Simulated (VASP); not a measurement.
An input for Quantum ESPRESSO's pw.x (written as the equivalent of a VASP run, and not itself run):

```
&CONTROL
  calculation = 'scf'
  pseudo_dir = './pseudo'
  outdir = './out'
  tprnfor = .true.
  tstress = .true.
/
&SYSTEM
  ibrav = 0
  nat = 4
  ntyp = 2
  ecutwfc = 92
  occupations = 'smearing'
  smearing = 'methfessel-paxton'
  degauss = 0.00735
  input_dft = 'pbe'
/
&ELECTRONS
  conv_thr = 7.3e-09
  electron_maxstep = 100
/
ATOMIC_SPECIES
  Cu 63.546 Cu.upf
  Au 196.967 Au.upf
CELL_PARAMETERS angstrom
     3.7424932    0.0000000    0.0000000
     0.0000000    3.7424932    0.0000000
     0.0000000    0.0000000    3.7424932
ATOMIC_POSITIONS crystal
  Cu   0.0000000  0.5000000  0.5000000
  Cu   0.5000000  0.0000000  0.5000000
  Cu   0.5000000  0.5000000  0.0000000
  Au   0.0000000  0.0000000  0.0000000
K_POINTS automatic
  8 8 8 0 0 0
```

Task: Translate this input to VASP (INCAR, KPOINTS, POSCAR, choice of POTCAR).

Result: One answer among several that fit: 
### KPOINTS
```
Automatic mesh
0
Gamma
8 8 8
0 0 0
```

### INCAR
```
PREC=Accurate
SIGMA=0.1   ! width (eV)
LCHARG=.FALSE.
EDIFF=1E-7
NELM=100   ! most electronic steps
LREAL=.FALSE.   ! projection in real space or not
ALGO=Normal   ! blocked Davidson
LWAVE=.FALSE.
SYSTEM=Cu3Au
LASPH=.TRUE.
ISIF=2   ! forces and stress, cell fixed
GGA=PE   ! PBE
LMAXMIX=6   ! l cut-off of mixed one-centre charges
ENCUT=520
ISMEAR=1
```

**POSCAR**
```
Cu3Au
1
    3.7424931656     0.0000000000     0.0000000000
    0.0000000000     3.7424931656     0.0000000000
    0.0000000000     0.0000000000     3.7424931656
Cu Au
3 1
Direct
  0.0000000000   0.5000000000   0.5000000000
  0.5000000000   0.0000000000   0.5000000000
  0.5000000000   0.5000000000   0.0000000000
  0.0000000000   0.0000000000   0.0000000000
```

POTCAR, in this order: Cu Au (PBE.64 set). Program: vasp_std.

Limits of the translation: the potentials are each code's own (VASP's PAW set, PseudoDojo norm-conserving files in pw.x), so ENCUT and ecutwfc are chosen apart and not converted; conv_thr bounds pw.x's estimated SCF error, while EDIFF bounds the energy change between steps.

The compound is Cu3Au in the L1_2 structure. This cell is one point of a volume scan, at 0.97 of the reference volume.
